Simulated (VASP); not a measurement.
VASP ran on this input.

INCAR:
```
! general
SYSTEM =CdTe
PREC   =Accurate
ENCUT  =400
LREAL  =.FALSE.
LASPH  =.TRUE.

! electronic loop
EDIFF  =1E-6
NELM   =100
ALGO   =Normal
LMAXMIX=4

! smearing
ISMEAR =0
SIGMA  =0.05

! functional
GGA    =PE

! ions
IBRION =2
NSW    =60
ISIF   =3
EDIFFG =-0.01

! output
LWAVE  =.FALSE.
LCHARG =.FALSE.
```

POSCAR:
```
CdTe
1
    0.0000000000     3.2562560000     3.2562560000
    3.2562560000     0.0000000000     3.2562560000
    3.2562560000     3.2562560000     0.0000000000
Cd Te
1 1
Direct
  0.0000000000   0.0000000000   0.0000000000
  0.2500000000   0.2500000000   0.2500000000
```

**KPOINTS**
```
Automatic mesh
0
Gamma
6 6 6
0 0 0
```

POTCAR, in this order: Cd Te (PBE.64 set). Program: vasp_std.

Task: Write an equivalent input for Ansatz.

Result: One equivalent input (not run):
Ansatz 0.2 input:
```yaml
crystal:
  lattice:
    - [0.0000000, 3.2562560, 3.2562560]
    - [3.2562560, 0.0000000, 3.2562560]
    - [3.2562560, 3.2562560, 0.0000000]
  atoms:
    - { symbol: Cd, position: [0.0000000, 0.0000000, 0.0000000] }
    - { symbol: Te, position: [0.2500000, 0.2500000, 0.2500000] }
kpoints:
  mp_grid: { grid: [6, 6, 6] }
hamiltonian:
  xc: pbe
  pseudopotentials: { kind: paw }
scf:
  occupations: { method: gaussian, width: 0.05 }
  max_iter: 100
relax:
  max_steps: 60
  f_tol: 0.01
  cell: {}
output: { forces: true, stress: true, eigenvalues: true }
```
What does not carry over: each code has its own PAW files, so the cut-off isn't converted (ENCUT is set for VASP's; basis.ecutwfc is left out, and Ansatz then takes the one that its files recommend); Ansatz stops its SCF on the density residual and VASP on the energy change (EDIFF).

The structure was generated: CdTe was put into the zinc blende type (F-43m), which need not be its known phase. This run relaxes it. Symmetry was kept, so distortions that lower it aren't found.
